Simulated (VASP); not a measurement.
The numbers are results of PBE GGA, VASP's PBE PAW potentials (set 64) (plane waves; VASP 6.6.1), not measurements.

The input files of a VASP run:

POSCAR:
```
Si
1
    0.0000000000     2.6197175519     2.6197175519
    2.6197175519    -0.0000000000     2.6197175519
    2.6197175519     2.6197175519     0.0000000000
Si
2
Direct
  0.0000000000   0.0000000000   0.0000000000
  0.2500000000   0.2500000000   0.2500000000
```

KPOINTS:
```
Automatic mesh
0
Gamma
8 8 8
0 0 0
```

**INCAR**
```
# general
SYSTEM =Si
PREC   =Accurate
ENCUT  =480
LREAL  =.FALSE.
LASPH  =.TRUE.

# electronic loop
EDIFF  =1E-7
NELM   =100
ALGO   =Normal

# smearing
ISMEAR =0
SIGMA  =0.05

# functional
GGA    =PE

# ions
IBRION =2
NSW    =40
ISIF   =3
EDIFFG =-0.01
PSTRESS=150

# output
LWAVE  =.FALSE.
LCHARG =.FALSE.
```

POTCAR, in this order: Si (PBE.64 set). Program: vasp_std.

Output of the run:

### OSZICAR
```
       N       E                     dE             d eps       ncg     rms          rms(c)
DAV:   1     0.943387011461E+01    0.94339E+01   -0.32814E+03   472   0.740E+02
DAV:   2    -0.106041931270E+02   -0.20038E+02   -0.19354E+02   680   0.865E+01
DAV:   3    -0.108897956025E+02   -0.28560E+00   -0.28554E+00   600   0.127E+01
DAV:   4    -0.108911146182E+02   -0.13190E-02   -0.13190E-02   720   0.976E-01
DAV:   5    -0.108911190856E+02   -0.44674E-05   -0.44673E-05   632   0.253E-02    0.561E+00
DAV:   6    -0.107134348098E+02    0.17768E+00   -0.12507E-01   536   0.187E+00    0.347E+00
DAV:   7    -0.106380765485E+02    0.75358E-01   -0.21784E-01   600   0.260E+00    0.321E-01
DAV:   8    -0.106389917324E+02   -0.91518E-03   -0.51718E-03   552   0.553E-01    0.807E-02
DAV:   9    -0.106391408269E+02   -0.14909E-03   -0.14124E-04   680   0.102E-01    0.639E-02
DAV:  10    -0.106391672470E+02   -0.26420E-04   -0.33793E-05   552   0.438E-02    0.161E-02
DAV:  11    -0.106391667171E+02    0.52997E-06   -0.66443E-07   736   0.582E-03    0.320E-03
DAV:  12    -0.106391668935E+02   -0.17642E-06   -0.45837E-07   560   0.569E-03    0.229E-03
DAV:  13    -0.106391669216E+02   -0.28090E-07   -0.22890E-09   352   0.466E-04
   1 F= -.72727021E+01 E0= -.72727021E+01  d E =-.727270E+01
```

OUTCAR:
```
------------------------ aborting loop because EDIFF is reached ----------------------------------------
  FORCE on cell =-STRESS in cart. coord.  units (eV):
  Direction    XX          YY          ZZ          XY          YZ          ZX
  --------------------------------------------------------------------------------------
  Total        3.3686122      3.3686122      3.3686122      0.0000000      0.0000000      0.0000000
  in kB      150.0956820    150.0956820    150.0956820      0.0000000      0.0000000      0.0000000
  external PRESSURE =       0.0956820 kB  Pullay stress =     150.0000000 kB
  volume of cell :       35.96
      direct lattice vectors                 reciprocal lattice vectors
     0.000000000  2.619717552  2.619717552    -0.190860270  0.190860270  0.190860270
     2.619717552  0.000000000  2.619717552     0.190860270 -0.190860270  0.190860270
     2.619717552  2.619717552  0.000000000     0.190860270  0.190860270 -0.190860270
 POSITION                                       TOTAL-FORCE (eV/Angst)
 -----------------------------------------------------------------------------------
      0.00000      0.00000      0.00000         0.000000      0.000000      0.000000
      1.30986      1.30986      1.30986        -0.000000     -0.000000     -0.000000
 -----------------------------------------------------------------------------------
    total drift:                                0.000000      0.000000     -0.000000
  FREE ENERGIE OF THE ION-ELECTRON SYSTEM (eV)
  ---------------------------------------------------
  free  energy   TOTEN  =       -10.6391669216 eV

  energy  without entropy=      -10.6391669216  energy(sigma->0) =      -10.63916692
  enthalpy is  TOTEN    =        -7.2727020902 eV   P V=        3.3664648314

 reached required accuracy - stopping structural energy minimisation
```
(Selected blocks of OUTCAR.)

The compound is Si in the diamond structure. It was relaxed first under an external pressure of 15 GPa.
